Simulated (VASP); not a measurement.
# Zr2CrN2 (P4/mmm) in VASP: relaxation of cell and atoms with PBE

Aim: the relaxation of cell and atoms of Zr2CrN2 with PBE.

All numbers are computed with VASP 6.6.1; they aren't measurements. Logs are shortened: lines on timing, memory, paths and dates and some standing lists are left out, and cuts for length are marked.

**1. The crystal as given**

Symmetry: P4/mmm, No. 123, tetragonal system. Conventional cell: a = 4.028 Å, b = 4.028 Å, c = 4.938 Å, α = 90.00°, β = 90.00°, γ = 90.00°. Zr (site symmetry mmm) is surrounded by 2 N at 2.01 Å. Around Cr (site symmetry 4/mmm) lie 4 N at 2.85 Å and 8 Zr at 3.19 Å. N (site symmetry 4/mmm) has 4 Zr at 2.01 Å as nearest neighbours. N (site symmetry 4/mmm) is surrounded by 2 N at 2.47 Å.

The cell was built by a generator and needn't be a form met in nature.

**2. Relaxation of cell and atoms, PBE, collinear spin, ferromagnetic start**

INCAR

```
SYSTEM = Zr2CrN2
PREC = Normal
ENCUT = 520
EDIFF = 1E-4
ISMEAR = 0
SIGMA = 0.15
LREAL = .FALSE.
LASPH = .TRUE.
NELM = 60
ALGO = Fast
ISIF = 3
LWAVE = .FALSE.
LCHARG = .FALSE.
ISPIN = 2
MAGMOM = 0 0 3 0 0
LORBIT = 11
LMAXMIX = 4
GGA = PE
IBRION = 2
NSW = 24
EDIFFG = -0.08
```

KPOINTS

```
regular mesh
0
G
  4 4 3
  0 0 0
```

POSCAR

```
Zr2CrN2
1.0
    4.0281440600      0.0000000000      0.0000000000
    0.0000000000      4.0281440600      0.0000000000
    0.0000000000      0.0000000000      4.9377306200
Zr Cr N
2 1 2
Direct
    0.0000000000      0.5000000000      0.5000000000
    0.5000000000      0.0000000000      0.5000000000
    0.0000000000      0.0000000000      0.0000000000
    0.5000000000      0.5000000000      0.5000000000
    0.5000000000      0.5000000000      0.0000000000
```

Potentials or basis: VASP PAW PBE potentials, release 64 (Zr_sv, Cr_pv, N).

Launch:

```sh
> cat potpaw_PBE.64/Zr_sv/POTCAR potpaw_PBE.64/Cr_pv/POTCAR potpaw_PBE.64/N/POTCAR > POTCAR
> mpirun -np 1 vasp_std > vasp.out
```

OUTCAR:

```text
SYSTEM = Zr2CrN2
   PREC = Normal
   ENCUT = 520
   EDIFF = 1E-4
   ISMEAR = 0
   LREAL = .FALSE.
   LASPH = .TRUE.
   NELM = 60
   ISIF = 3
   ISPIN = 2
   LORBIT = 11
   GGA = PE
   IBRION = 2
   NSW = 24
   EDIFFG = -0.08

 ion  position               nearest neighbor table
   1  0.000  0.500  0.500-   4 2.01   4 2.01   2 2.85   2 2.85   2 2.85   2 2.85   3 3.19   3 3.19
                             3 3.19   3 3.19
   2  0.500  0.000  0.500-   4 2.01   4 2.01   1 2.85   1 2.85   1 2.85   1 2.85   3 3.19   3 3.19
                             3 3.19   3 3.19
   3  0.000  0.000  0.000-   1 3.19   2 3.19   1 3.19   2 3.19   1 3.19   1 3.19   2 3.19   2 3.19

   4  0.500  0.500  0.500-   1 2.01   2 2.01   2 2.01   1 2.01
   5  0.500  0.500  0.000-

  LATTYP: Found a simple tetragonal cell.
 ALAT       =     4.0281440600
 C/A-ratio  =     1.2258078526

  Lattice vectors:

 A1 = (   4.0281440600,   0.0000000000,   0.0000000000)
 A2 = (   0.0000000000,   4.0281440600,   0.0000000000)
 A3 = (   0.0000000000,   0.0000000000,   4.9377306200)

Analysis of symmetry for initial positions (statically):
=====================================================================
 Subroutine PRICEL returns:
 Original cell was already a primitive cell.

 Routine SETGRP: Setting up the symmetry group for a
 simple tetragonal supercell.

 Subroutine GETGRP returns: Found 16 space group operations
 (whereof 16 operations were pure point group operations)
 out of a pool of 16 trial point group operations.

The static configuration has the point symmetry D_4h.

Analysis of symmetry for dynamics (positions and initial velocities):
=====================================================================
 Subroutine PRICEL returns:
 Original cell was already a primitive cell.

 Routine SETGRP: Setting up the symmetry group for a
 simple tetragonal supercell.

 Subroutine GETGRP returns: Found 16 space group operations
 (whereof 16 operations were pure point group operations)
 out of a pool of 16 trial point group operations.

The dynamic configuration has the point symmetry D_4h.

Analysis of structural, dynamic, and magnetic symmetry:
=====================================================================
 Subroutine PRICEL returns:
 Original cell was already a primitive cell.

 Routine SETGRP: Setting up the symmetry group for a
 simple tetragonal supercell.

 Subroutine GETGRP returns: Found 16 space group operations
 (whereof 16 operations were pure point group operations)
 out of a pool of 16 trial point group operations.

The overall configuration has the point symmetry D_4h.

 Subroutine INISYM returns: Found 16 space group operations
 (whereof 16 operations are pure point group operations),
 and found     1 'primitive' translations

----------------------------------------------------------------------------------------

                                     Primitive cell

  volume of cell :      80.1193

  direct lattice vectors                    reciprocal lattice vectors
     4.028144060  0.000000000  0.000000000     0.248253286  0.000000000  0.000000000
     0.000000000  4.028144060  0.000000000     0.000000000  0.248253286  0.000000000
     0.000000000  0.000000000  4.937730620     0.000000000  0.000000000  0.202522186

  length of vectors
     4.028144060  4.028144060  4.937730620     0.248253286  0.248253286  0.202522186

  position of ions in fractional coordinates (direct lattice)
     0.000000000  0.500000000  0.500000000
     0.500000000  0.000000000  0.500000000
     0.000000000  0.000000000  0.000000000
     0.500000000  0.500000000  0.500000000
     0.500000000  0.500000000  0.000000000

  ion indices of the primitive-cell ions
   primitive index   ion index
                 1           1
                 2           2
                 3           3
                 4           4
                 5           5

----------------------------------------------------------------------------------------

 KPOINTS: regular mesh

Automatic generation of k-mesh.
[... 36 lines left out ...]
   number of dos      NEDOS =    301   number of ions     NIONS =      5
   total plane-waves  NPLWV =  16128
   dimension x,y,z NGX =    24 NGY =   24 NGZ =   28
   dimension x,y,z NGXF=    48 NGYF=   48 NGZF=   56
   ions per type =               2   1   2
   NGX,Y,Z   is equivalent  to a cutoff of   9.91,  9.91,  9.43 a.u.
   NGXF,Y,Z  is equivalent  to a cutoff of  19.81, 19.81, 18.85 a.u.
 SYSTEM =  Zr2CrN2
   PREC   = normal    normal or accurate (medium, high low for compatibility)
   ISTART =      0    job   : 0-new  1-cont  2-samecut
   ICHARG =      2    charge: 1-file 2-atom 10-const
   ISPIN  =      2    spin polarized calculation?
   LNONCOLLINEAR =      F non collinear calculations
   LSORBIT =      F    spin-orbit coupling
   LASPH  =      T    aspherical Exc in radial PAW
   ENCUT  =  520.0 eV  38.22 Ry    6.18 a.u.   7.49  7.49  9.18*2*pi/ulx,y,z
   NELM   =     60;   NELMIN=  2; NELMDL= -5     # of ELM steps
   EDIFF  = 0.1E-03   stopping-criterion for ELM
   LREAL  =      F    real-space projection
   EDIFFG = -.8E-01   stopping-criterion for IOM
   NSW    =     24    number of steps for IOM
   IBRION =      2    ionic relax: 0-MD 1-quasi-New 2-CG
   NFREE  =      1    steps in history (QN), initial steepest desc. (CG)
   ISIF   =      3    stress and relaxation
   ISYM   =      2    0-nonsym 1-usesym 2-fastsym
   POTIM  = 0.5000    time-step for ionic-motion
   TEBEG  =    0.0;   TEEND  =   0.0 temperature during run
   PSTRESS=    0.0 pullay stress
   NELECT =      46.0000    total number of electrons
   NUPDOWN=      -1.0000    fix difference up-down
   EMIN   =  10.00;   EMAX   =-10.00  energy-range for DOS
   EFERMI =   0.00;   METHOD = LEGACY
   ISMEAR =     0;   SIGMA  =   0.15  broadening in eV -4-tet -1-fermi 0-gaus
   EFERMI_NEDOS =   21; number of points for ismear=-14 and -15
   IALGO  =     68    algorithm
   IMIX   =      4    mixing-type and parameters
     AMIX     =   0.40;   BMIX     =  1.00
     AMIX_MAG =   1.60;   BMIX_MAG =  1.00
  volume/ion in A,a.u.               =      16.02       108.13
  Fermi-wavevector in a.u.,A,eV,Ry     =   1.360656  2.571267 25.189616  1.851385
  Thomas-Fermi vector in A             =   2.487299
   LORBIT       =     11    0 simple, 1 ext, 2 COOP (PROOUT), +10 PAW based schemes
   GGA     = PE    functional components
   LHFCALC =     F    Hartree Fock is set to
   AEXX    =    0.0000 exact exchange contribution
   IVDW    =     0    specifies the selected vdW correction
   LEPSILON=     F    determine dielectric tensor
   LRPA    =     F    only Hartree local field effects (RPA)
 conjugate gradient relaxation of ions
 spin polarized calculation
 RMM-DIIS sequential band-by-band and
 Gauss-broadening in eV      SIGMA  =   0.15
  energy-cutoff  :      520.00
  volume of cell :       80.12
 maximum number of plane-waves:      2187
   NGX = 15   NGY = 15   NGZ = 19

--------------------------------------- Ionic step        1  -------------------------------------------

 number of electron      45.9999997 magnetization       3.6801845

 Free energy of the ion-electron system (eV)
  ---------------------------------------------------
  ext. energy  EPLUGINS =         0.00000000
  ---------------------------------------------------
  free energy    TOTEN  =       -39.40049254 eV

  energy without entropy =      -39.37377074  energy(sigma->0) =      -39.38713164

------------------------ aborting loop because EDIFF is reached ----------------------------------------

  FORCE on cell =-STRESS in cart. coord.  units (eV):
  Direction    XX          YY          ZZ          XY          YZ          ZX
  --------------------------------------------------------------------------------------
  -------------------------------------------------------------------------------------
  Total        9.8484310      9.8484310     -2.9074870      0.0000000     -0.0000000      0.0000000
  in kB      196.9428628    196.9428628    -58.1421369      0.0000000     -0.0000000      0.0000000
  external PRESSURE =     111.9145296 kB  Pullay stress =       0.0000000 kB
[... 98 lines left out ...]
  FREE ENERGIE OF THE ION-ELECTRON SYSTEM (eV)
  ---------------------------------------------------
  free  energy   TOTEN  =       -39.8093484922 eV

  energy  without entropy=      -39.7702166260  energy(sigma->0) =      -39.78978256

 E-fermi :  10.3292     XC(G=0): -12.3447

 val. band max:       10.3271933428   @ k =   0.2500   0.0000   0.3333
 cond. band min:      10.3306636658   @ k =   0.0000   0.0000   0.0000
 fundamental gap:      0.0034703230
 Fermi energy:        10.3291765819

 spin component 1

 k-point     1 :       0.0000    0.0000    0.0000
  band No.  band energies     occupation
      1     -38.1592      1.00000
      2     -37.9376      1.00000
      3     -32.9996      1.00000
      4     -32.9996      1.00000
      5     -32.8638      1.00000
      6     -16.7006      1.00000
[... 760 lines left out ...]
     28      13.9568      0.00000
     29      13.9604      0.00000

[... ionic steps 4 to 20 ...]

--------------------------------------- Ionic step       21  -------------------------------------------

 number of electron      45.9999949 magnetization       2.1104289

------------------------ aborting loop because EDIFF is reached ----------------------------------------
[... 73 lines left out ...]
--------------------------------------- Ionic step       23  -------------------------------------------

 number of electron      45.9999942 magnetization       2.1263322

 Free energy of the ion-electron system (eV)
  ---------------------------------------------------
  ext. energy  EPLUGINS =         0.00000000
  ---------------------------------------------------
  free energy    TOTEN  =       -40.79678324 eV

  energy without entropy =      -40.74758279  energy(sigma->0) =      -40.77218302

 E-fermi :   8.8265     XC(G=0): -11.7187

 val. band max:        8.7926720090   @ k =   0.2500   0.2500   0.3333
 cond. band min:       8.8271501595   @ k =   0.5000   0.0000   0.3333
 fundamental gap:      0.0344781505
 Fermi energy:         8.8265393465

 spin component 1

 k-point     1 :       0.0000    0.0000    0.0000
  band No.  band energies     occupation
      1     -39.9086      1.00000
      2     -39.7675      1.00000
      3     -34.7358      1.00000
      4     -34.7358      1.00000
      5     -34.5541      1.00000
      6     -18.2248      1.00000
[... 792 lines left out ...]
  FREE ENERGIE OF THE ION-ELECTRON SYSTEM (eV)
  ---------------------------------------------------
  free  energy   TOTEN  =       -40.7967832446 eV

  energy  without entropy=      -40.7475827921  energy(sigma->0) =      -40.77218302

 reached required accuracy - stopping structural energy minimisation

 total charge

# of ion       s       p       d       tot
------------------------------------------
    1        2.192   5.989   1.676   9.856
    2        2.192   5.989   1.676   9.856
    3        0.381   6.160   4.215  10.756
    4        1.310   2.371   0.000   3.681
    5        1.372   2.019   0.000   3.391
--------------------------------------------------
tot          7.447  22.528   7.567  37.542

 magnetization (x)

# of ion       s       p       d       tot
------------------------------------------
    1       -0.007   0.000  -0.234  -0.240
    2       -0.007   0.000  -0.234  -0.240
    3        0.035   0.005   2.400   2.440
    4        0.002   0.020   0.000   0.021
    5        0.010   0.055   0.000   0.064
--------------------------------------------------
tot          0.033   0.080   1.932   2.045
```

It took 11 min on 1 thread of Intel Xeon Platinum 8375C at 2.90GHz (Ice Lake), shared host; peak memory 0.19 GiB.

What came out:

```
Free energy                                           : -40.7968 eV
Relaxed volume                                        : 14.41 Å³/atom
Relaxed cell                                          : a = 4.400 Å, b = 4.400 Å, c = 3.723 Å, α = 90.00°, β = 90.00°, γ = 90.00°
Space group after relaxing (to 0.05 Å)                : P4/mmm (No. 123)
Energy gained by relaxing                             : 279.3 meV/atom
Ionic steps                                           : 23
Pressure after relaxing                               : 0.0 GPa
Band gap on the k mesh                                : none (metal or under the smearing width)
Net moment                                            : 2.13 μB per cell
Site moments                                          : Zr -0.24; Cr +2.44; N +0.02, +0.06 μB
Valence electrons inside the program's atomic spheres : Zr 9.86; Cr 10.76; N 3.68, 3.39
```

Step by step:
```tsv
step	energy change (eV)	largest force (eV/Å)	pressure (GPa)	volume (Å³)
1	0.0000	0.0000	11.19	80.12
2	-0.0888	0.0000	-13.06	93.37
3	-0.4089	0.0000	-3.25	86.65
4	-0.4385	0.0000	-2.93	86.44
5	-0.5340	0.0000	-1.52	83.83
6	-0.7516	0.0000	2.84	77.22
7	-0.9156	0.0000	20.70	63.80
8	-0.8931	0.0000	5.58	73.58
9	-1.1127	0.0000	10.67	68.71
10	-1.0982	0.0000	15.19	66.26
11	-1.1244	0.0000	12.79	67.69
12	-1.1427	0.0000	12.11	67.47
13	-1.1700	0.0000	13.24	66.79
14	-1.1953	0.0000	11.91	67.10
15	-1.2614	0.0000	9.49	68.02
16	-1.3518	0.0000	5.49	69.89
17	-1.3815	0.0000	-2.55	73.74
18	-1.3926	0.0000	-0.71	72.51
19	-1.3924	0.0000	0.75	72.16
20	-1.3927	0.0000	-0.31	72.36
21	-1.3935	0.0000	-1.27	72.33
22	-1.3951	0.0000	-0.56	72.25
23	-1.3963	0.0000	-0.01	72.07
```

Final structure:
```
Zr Cr N
1.0
     4.40003    0.00000    0.00000
     0.00000    4.40003    0.00000
     0.00000    0.00000    3.72280
Zr Cr N
2 1 2
Direct
  0.00000 0.50000 0.50000
  0.50000 0.00000 0.50000
  0.00000 0.00000 0.00000
  0.50000 0.50000 0.50000
  0.50000 0.50000 0.00000
```

Levels at points of the mesh, in eV from the Fermi level:
Spin up:
```tsv
k point	band 20	band 21	band 22	band 23	band 24	band 25	band 26	band 27	band 28	band 29
(0.00, 0.00, 0.00)	-2.31	-1.95	-1.95	-0.20	-0.20	0.52	1.89	2.15	2.15	2.22
(0.50, 0.00, 0.00)	-1.11	-0.92	-0.84	-0.76	-0.08	0.25	0.60	1.04	1.62	1.89
(0.50, 0.50, 0.00)	-0.94	-0.80	-0.75	-0.75	-0.65	-0.13	0.08	0.08	2.19	3.02
```
Spin down:
```csv
k point,band 19,band 20,band 21,band 22,band 23,band 24,band 25,band 26
"(0.00, 0.00, 0.00)",-1.74,-1.43,-1.07,-1.07,-0.11,-0.11,2.40,2.40
"(0.50, 0.00, 0.00)",-0.94,-0.71,-0.42,0.05,0.91,0.95,1.02,1.35
"(0.50, 0.50, 0.00)",-1.54,-0.26,-0.16,-0.16,1.04,1.04,1.12,1.30
```

Caveat: the k mesh is coarse (spacing up to 0.42 Å⁻¹), so the values aren't converged; a cell with one magnetic atom can't hold antiferromagnetic order, which such compounds often take; the relaxation stopped at a loose force limit of 0.08 eV/Å, so its end isn't a converged minimum.
